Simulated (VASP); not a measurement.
Computed with LDA (Ceperley-Alder, Perdew-Zunger), VASP's LDA PAW potentials (set 64) (plane waves; VASP).

The input files of a VASP run:

### POSCAR
```
KCl
1
    0.0000000000     3.0414749160     3.0414749160
    3.0414749160     0.0000000000     3.0414749160
    3.0414749160     3.0414749160     0.0000000000
K Cl
1 1
Direct
  0.0000000000   0.0000000000   0.0000000000
  0.5000000000   0.5000000000   0.5000000000
```

**INCAR**
```
ALGO = Normal
EDIFF = 1E-8
EDIFFG = -0.001
ENCUT = 400
IBRION = 1
ISIF = 2
ISMEAR = 0
LASPH = .True.
LCHARG = .False.
LREAL = .False.
LWAVE = .False.
NELM = 100
NSW = 30
PREC = Accurate
SIGMA = 0.05
SYSTEM = KCl
```

KPOINTS:
```
Automatic
0
G
7 7 7
```

POTCAR, in this order: K_sv Cl (LDA.64 set). Program: vasp_std.

Output of the run:

File OSZICAR:
```
       N       E                     dE             d eps       ncg     rms          rms(c)
DAV:   1     0.937296405844E+02    0.93730E+02   -0.63072E+03   480   0.989E+02
DAV:   2    -0.228668945419E+01   -0.96016E+02   -0.88220E+02   640   0.270E+02
DAV:   3    -0.752067869472E+01   -0.52340E+01   -0.52058E+01   616   0.553E+01
DAV:   4    -0.768081525303E+01   -0.16014E+00   -0.15995E+00   784   0.999E+00
DAV:   5    -0.768262522304E+01   -0.18100E-02   -0.18099E-02   624   0.967E-01    0.413E+00
DAV:   6    -0.743284253884E+01    0.24978E+00   -0.46709E-01   584   0.411E+00    0.330E+00
DAV:   7    -0.740782483555E+01    0.25018E-01   -0.90891E-02   648   0.197E+00    0.180E+00
DAV:   8    -0.740769918178E+01    0.12565E-03   -0.11553E-02   660   0.100E+00    0.177E-01
DAV:   9    -0.740773746422E+01   -0.38282E-04   -0.70635E-04   676   0.171E-01    0.694E-02
DAV:  10    -0.740781298381E+01   -0.75520E-04   -0.76801E-05   652   0.779E-02    0.603E-03
DAV:  11    -0.740781461106E+01   -0.16273E-05   -0.21680E-06   672   0.123E-02    0.436E-03
DAV:  12    -0.740781491433E+01   -0.30327E-06   -0.11316E-06   632   0.831E-03    0.184E-03
DAV:  13    -0.740781488780E+01    0.26531E-07   -0.10674E-07   628   0.270E-03    0.593E-04
DAV:  14    -0.740781488597E+01    0.18324E-08   -0.12811E-08   464   0.101E-03
   1 F= -.74078149E+01 E0= -.74078149E+01  d E =-.740781E+01
```

OUTCAR:
```
------------------------ aborting loop because EDIFF is reached ----------------------------------------
  FORCE on cell =-STRESS in cart. coord.  units (eV):
  Direction    XX          YY          ZZ          XY          YZ          ZX
  --------------------------------------------------------------------------------------
  Total        0.0054849      0.0054849      0.0054849     -0.0000000      0.0000000     -0.0000000
  in kB        0.1561708      0.1561708      0.1561708     -0.0000000      0.0000000     -0.0000000
  external PRESSURE =       0.1561708 kB  Pullay stress =       0.0000000 kB
  volume of cell :       56.27
      direct lattice vectors                 reciprocal lattice vectors
     0.000000000  3.041474916  3.041474916    -0.164393925  0.164393925  0.164393925
     3.041474916  0.000000000  3.041474916     0.164393925 -0.164393925  0.164393925
     3.041474916  3.041474916  0.000000000     0.164393925  0.164393925 -0.164393925
  FREE ENERGIE OF THE ION-ELECTRON SYSTEM (eV)
  ---------------------------------------------------
  free  energy   TOTEN  =        -7.4078148860 eV

  energy  without entropy=       -7.4078148860  energy(sigma->0) =       -7.40781489

 reached required accuracy - stopping structural energy minimisation
```
(Selected blocks of OUTCAR.)

The compound is KCl in the rock salt structure. It was relaxed first, which changed the volume by -10 %. The start is the result of an earlier pass.
